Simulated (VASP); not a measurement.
OSZICAR of a VASP run on CrPd (space group Fd-3m):

**OSZICAR**
```
       N       E                     dE             d eps       ncg     rms          rms(c)
DAV:   1     0.328520192609E+03    0.32852E+03   -0.17634E+04  2064   0.118E+03
DAV:   2    -0.148783489044E+02   -0.34340E+03   -0.32725E+03  1956   0.374E+02
DAV:   3    -0.302008643295E+02   -0.15323E+02   -0.14691E+02  2085   0.886E+01
DAV:   4    -0.305078949438E+02   -0.30703E+00   -0.29700E+00  2301   0.112E+01
DAV:   5    -0.305152744718E+02   -0.73795E-02   -0.73785E-02  2292   0.173E+00    0.263E+01
DAV:   6    -0.317568933917E+02   -0.12416E+01   -0.42102E+01  2172   0.540E+01    0.273E+01
DAV:   7    -0.285746445525E+02    0.31822E+01   -0.37510E+01  2304   0.571E+01    0.110E+01
DAV:   8    -0.280139999357E+02    0.56064E+00   -0.19871E+00  2072   0.121E+01    0.547E+00
DAV:   9    -0.280197774450E+02   -0.57775E-02   -0.21471E-01  2250   0.356E+00    0.285E+00
DAV:  10    -0.280512971579E+02   -0.31520E-01   -0.10314E-01  2320   0.224E+00    0.150E+00
DAV:  11    -0.280756198727E+02   -0.24323E-01   -0.55718E-02  2130   0.167E+00    0.333E-01
DAV:  12    -0.280766414301E+02   -0.10216E-02   -0.34106E-03  2203   0.496E-01    0.979E-02
DAV:  13    -0.280767106603E+02   -0.69230E-04   -0.20588E-04  2400   0.127E-01    0.432E-02
DAV:  14    -0.280767086108E+02    0.20494E-05   -0.19199E-05  2386   0.349E-02    0.224E-02
DAV:  15    -0.280767078004E+02    0.81045E-06   -0.10217E-05  1871   0.291E-02    0.109E-02
DAV:  16    -0.280767080588E+02   -0.25841E-06   -0.85888E-07  1183   0.854E-03
   1 F= -.28076708E+02 E0= -.28005071E+02  d E =-.143273E+00  mag=    -0.0003
```

Question: Which electronic solver shows in the log?

Answer: It is blocked Davidson (ALGO = Normal, or the opening steps of other solvers). The INCAR had ALGO = Normal.

Question: How was spin treated?

Answer: Collinear spin (ISPIN = 2): the summary line carries one mag value, 0.00 μB in the cell.

Question: Can the final energy be trusted as converged?

Answer: The calculation finished and met its thresholds. It stopped with EDIFF = 1E-6, NELM = 100 (PBE GGA, plane waves, VASP's PBE PAW potentials (set 64)).  The moments were started parallel, and other spin orders were not tried in this run.

The structure was generated: CrPd was put into an ordered model structure, which need not be its known phase. The cell was not relaxed at this level. The k-mesh is coarse (spacing up to 0.31 per Å, 2π included), so the numbers may not be converged in it.
